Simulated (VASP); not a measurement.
Input for VASP

POSCAR:
```
GaP
1
    0.0000000000     2.7250000000     2.7250000000
    2.7250000000     0.0000000000     2.7250000000
    2.7250000000     2.7250000000     0.0000000000
Ga P
1 1
Direct
  0.0000000000   0.0000000000   0.0000000000
  0.2500000000   0.2500000000   0.2500000000
```

KPOINTS:
```
Automatic mesh
0
Gamma
6 6 6
0 0 0
```

INCAR:
```
SYSTEM = GaP
PREC = Accurate
ENCUT = 400
EDIFF = 1E-6
NELM = 4
ALGO = Normal
LREAL = .FALSE.
LASPH = .TRUE.
ISMEAR = 0
SIGMA = 0.05
GGA = PE
LMAXMIX = 4
LWAVE = .FALSE.
LCHARG = .FALSE.
ISIF = 2
```

POTCAR, in this order: Ga_d P (PBE.64 set). Program: vasp_std.

**Question.** Does this input run properly? What does VASP do?

**Answer.** There is a fault: NELM is too small, so the electronic loop ends before EDIFF is met. Convergence was not reached. Against the sound run, the energy per atom (σ→0) drops by 0.136 eV/atom; the pressure decreases by 35.30 GPa; the band gap goes up by 0.40 eV.

File standard output:
```
 POSCAR found type information on POSCAR GaP
 POSCAR found :  2 types and       2 ions
 Reading from existing POTCAR
 Reading from existing POTCAR
 LDA part: xc-table for (Slater+PW92), standard interpolation
 POSCAR, INCAR and KPOINTS ok, starting setup
 WAVECAR not read
 entering main loop
       N       E                     dE             d eps       ncg     rms          rms(c)
DAV:   1     0.735237371207E+02    0.73524E+02   -0.82296E+03   416   0.170E+03
DAV:   2    -0.380871365601E+01   -0.77332E+02   -0.74569E+02   441   0.291E+02
DAV:   3    -0.928128962303E+01   -0.54726E+01   -0.54535E+01   536   0.707E+01
DAV:   4    -0.937226906117E+01   -0.90979E-01   -0.90942E-01   511   0.100E+01

 -----------------------------------------------------------------------------
|                                                                             |
|           W    W    AA    RRRRR   N    N  II  N    N   GGGG   !!!           |
|           W    W   A  A   R    R  NN   N  II  NN   N  G    G  !!!           |
|           W    W  A    A  R    R  N N  N  II  N N  N  G       !!!           |
|           W WW W  AAAAAA  RRRRR   N  N N  II  N  N N  G  GGG   !            |
|           WW  WW  A    A  R   R   N   NN  II  N   NN  G    G                |
|           W    W  A    A  R    R  N    N  II  N    N   GGGG   !!!           |
|                                                                             |
|     The electronic self-consistency was not achieved in the given           |
|     number of steps (NELM). The forces and other quantities evaluated       |
|     might not be reliable so examine the results carefully. If you find     |
|     spurious results, we suggest increasing NELM, if you were close to      |
|     convergence or switching to a different ALGO or adjusting the           |
|     density mixing parameters otherwise.                                    |
|                                                                             |
 -----------------------------------------------------------------------------

   1 F= -.93722691E+01 E0= -.93722691E+01  d E =-.223137E-11
```

### OUTCAR
```
------------------------ aborting loop EDIFF was not reached (unconverged)  ----------------------------
  FORCE on cell =-STRESS in cart. coord.  units (eV):
  Direction    XX          YY          ZZ          XY          YZ          ZX
  --------------------------------------------------------------------------------------
  Total       -8.3374835     -8.3374835     -8.3374835      0.0000000      0.0000000      0.0000000
  in kB     -330.0776030   -330.0776030   -330.0776030      0.0000000      0.0000000      0.0000000
  external PRESSURE =    -330.0776030 kB  Pullay stress =       0.0000000 kB
  volume of cell :       40.47
      direct lattice vectors                 reciprocal lattice vectors
     0.000000000  2.725000000  2.725000000    -0.183486239  0.183486239  0.183486239
     2.725000000  0.000000000  2.725000000     0.183486239 -0.183486239  0.183486239
     2.725000000  2.725000000  0.000000000     0.183486239  0.183486239 -0.183486239
  FREE ENERGIE OF THE ION-ELECTRON SYSTEM (eV)
  ---------------------------------------------------
  free  energy   TOTEN  =        -9.3722690612 eV

  energy  without entropy=       -9.3722690612  energy(sigma->0) =       -9.37226906
```
(Selected blocks of OUTCAR.)

To mend it, set NELM = 100.

The mended run (PBE GGA, plane waves, VASP's PBE PAW potentials (set 64)) converges, and its OSZICAR ends with
```
   1 F= -.91011485E+01 E0= -.91011485E+01  d E =-.411145E-17
```

The compound is GaP in the zinc blende structure. The cell was not relaxed at this level.
